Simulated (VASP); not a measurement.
Output of a VASP run:

**OSZICAR**
```
       N       E                     dE             d eps       ncg     rms          rms(c)
DAV:   1     0.139108852617E+02    0.13911E+02   -0.48542E+03  1024   0.895E+02
DAV:   2    -0.132816268370E+02   -0.27193E+02   -0.26562E+02  1080   0.144E+02
DAV:   3    -0.136647159663E+02   -0.38309E+00   -0.38309E+00  1152   0.197E+01
DAV:   4    -0.136652291479E+02   -0.51318E-03   -0.51318E-03  1208   0.689E-01
DAV:   5    -0.136652297100E+02   -0.56206E-06   -0.56206E-06  1152   0.147E-02    0.735E+00
DAV:   6    -0.120646964739E+02    0.16005E+01   -0.10718E+01   896   0.229E+01    0.232E+00
DAV:   7    -0.120463934293E+02    0.18303E-01   -0.53906E-02   944   0.274E+00    0.132E+00
DAV:   8    -0.120384906814E+02    0.79027E-02   -0.24262E-02   928   0.236E+00    0.162E-01
DAV:   9    -0.120383710527E+02    0.11963E-03   -0.39628E-04  1344   0.181E-01    0.776E-02
DAV:  10    -0.120384487985E+02   -0.77746E-04   -0.10214E-04   952   0.107E-01    0.433E-03
DAV:  11    -0.120384487595E+02    0.39086E-07   -0.14878E-06  1296   0.924E-03    0.267E-03
DAV:  12    -0.120384487090E+02    0.50471E-07   -0.26102E-07   944   0.484E-03
   1 F= -.12038449E+02 E0= -.12038449E+02  d E =-.274292E-13
```

**OUTCAR**
```
------------------------ aborting loop because EDIFF is reached ----------------------------------------
  FORCE on cell =-STRESS in cart. coord.  units (eV):
  Direction    XX          YY          ZZ          XY          YZ          ZX
  --------------------------------------------------------------------------------------
  Total        0.0005378      0.0005378      0.0005378     -0.0000000      0.0000000      0.0000000
  in kB        0.0451330      0.0451330      0.0451330     -0.0000000      0.0000000      0.0000000
  external PRESSURE =       0.0451330 kB  Pullay stress =       0.0000000 kB
  volume of cell :       19.09
      direct lattice vectors                 reciprocal lattice vectors
     0.000000000  2.121263000  2.121263000    -0.235708632  0.235708632  0.235708632
     2.121263000  0.000000000  2.121263000     0.235708632 -0.235708632  0.235708632
     2.121263000  2.121263000  0.000000000     0.235708632  0.235708632 -0.235708632
  FREE ENERGIE OF THE ION-ELECTRON SYSTEM (eV)
  ---------------------------------------------------
  free  energy   TOTEN  =       -12.0384487090 eV

  energy  without entropy=      -12.0384487090  energy(sigma->0) =      -12.03844871
```
(Selected blocks of OUTCAR.)

**POSCAR**
```
MgO
1
    0.0000000000     2.1212630000     2.1212630000
    2.1212630000     0.0000000000     2.1212630000
    2.1212630000     2.1212630000     0.0000000000
Mg O
1 1
Direct
  0.0000000000   0.0000000000   0.0000000000
  0.5000000000   0.5000000000   0.5000000000
```

Q: Reconstruct the remaining input files.

A: One answer among several that fit: the input of the run itself, PW91 GGA, plane waves, VASP's PBE PAW potentials (set 64).

**INCAR**
```
! general
SYSTEM = MgO
PREC   = Accurate
ENCUT  = 520   ! plane-wave cut-off (eV)
LREAL  = .False.   ! projection in real space or not
LASPH  = .True.   ! aspherical one-centre terms

! electronic loop
EDIFF  = 1E-7   ! SCF stop (eV)
NELM   = 100   ! most electronic steps
ALGO   = Normal   ! blocked Davidson

! smearing
ISMEAR = 0
SIGMA  = 0.05

! functional
GGA    = 91

! ions
ISIF   = 2

! output
LWAVE  = .False.
LCHARG = .False.
```

File KPOINTS:
```
Automatic mesh
0
Gamma
11 11 11
0 0 0
```

POTCAR, in this order: Mg O (PBE.64 set). Program: vasp_std.

The compound is MgO in the rock salt structure. It was relaxed first.
